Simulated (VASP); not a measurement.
Fe2O3 (Hematite):

```xyz
10
Lattice="2.5190 1.4543 4.5907 -2.5190 1.4543 4.5907 0.0000 -2.9087 4.5907" Properties=species:S:1:pos:R:3 pbc="T T T"
Fe    0.0000    0.0000    4.8932
Fe    0.0000    0.0000    1.9928
Fe    0.0000    0.0000    8.8788
Fe    0.0000    0.0000   11.7792
O    -0.9779    1.4543    8.0337
O    -0.7706   -1.5740    8.0337
O     1.7484    0.1197    8.0337
O     0.9779   -1.4543    5.7383
O     0.7706    1.5740    5.7383
O    -1.7484   -0.1197    5.7383
```

* Program: VASP 6.6.1
* Task: relaxation of cell and atoms
* Functional: PBE
* Potentials or basis: VASP PAW PBE potentials, release 64 (Fe, O)
* Cutoff: 600 eV
* k mesh: 9 × 9 × 7
* Occupations: gaussian, width 0.03 eV
* Spin: collinear spin, ferromagnetic start
* Starting moments: [5.0, 5.0, 5.0, 5.0, 0.0, 0.0, 0.0, 0.0, 0.0, 0.0] μB
* Hubbard terms: Fe d U = 4.0 eV

At the start: pressure 8.8 GPa; volume 10.09 Å³/atom.

**Question.** Where does the relaxation end?

**Answer.** Over 10 steps the energy falls by 13.5 meV/atom and the volume is 10.52 Å³/atom (+4.2 %); space group R-3c (No. 167, to 0.05 Å); moment 20.00 μB per cell.

Step by step:
| step | energy change (eV) | largest force (eV/Å) | pressure (GPa) | volume (Å³) |
| --- | --- | --- | --- | --- |
| 1 | 0.0000 | 0.3199 | 8.77 | 100.91 |
| 2 | -0.0475 | 0.0596 | -6.61 | 109.18 |
| 3 | -0.1294 | 0.1523 | -0.38 | 105.38 |
| 4 | -0.1294 | 0.1548 | -0.19 | 105.29 |
| 5 | -0.1339 | 0.0679 | 0.04 | 105.11 |
| 6 | -0.1345 | 0.0214 | 0.23 | 105.02 |
| 7 | -0.1347 | 0.0085 | -0.16 | 105.24 |
| 8 | -0.1347 | 0.0118 | -0.04 | 105.18 |
| 9 | -0.1347 | 0.0113 | -0.09 | 105.19 |
| 10 | -0.1348 | 0.0044 | -0.07 | 105.18 |

Final structure:
```yaml
crystal:
  lattice:
    - [2.56264, 1.47954, 4.62366]
    - [-2.56264, 1.47954, 4.62366]
    - [0.00000, -2.95908, 4.62366]
  atoms:
    - { symbol: Fe, position: [0.35379, 0.35379, 0.35379] }
    - { symbol: Fe, position: [0.14621, 0.14621, 0.14621] }
    - { symbol: Fe, position: [0.64621, 0.64621, 0.64621] }
    - { symbol: Fe, position: [0.85379, 0.85379, 0.85379] }
    - { symbol: O, position: [0.55446, 0.94554, 0.25000] }
    - { symbol: O, position: [0.25000, 0.55446, 0.94554] }
    - { symbol: O, position: [0.94554, 0.25000, 0.55446] }
    - { symbol: O, position: [0.44554, 0.05446, 0.75000] }
    - { symbol: O, position: [0.75000, 0.44554, 0.05446] }
    - { symbol: O, position: [0.05446, 0.75000, 0.44554] }
```

Caveat: only a ferromagnetic start was run, and an antiferromagnetic order may lie lower in energy.
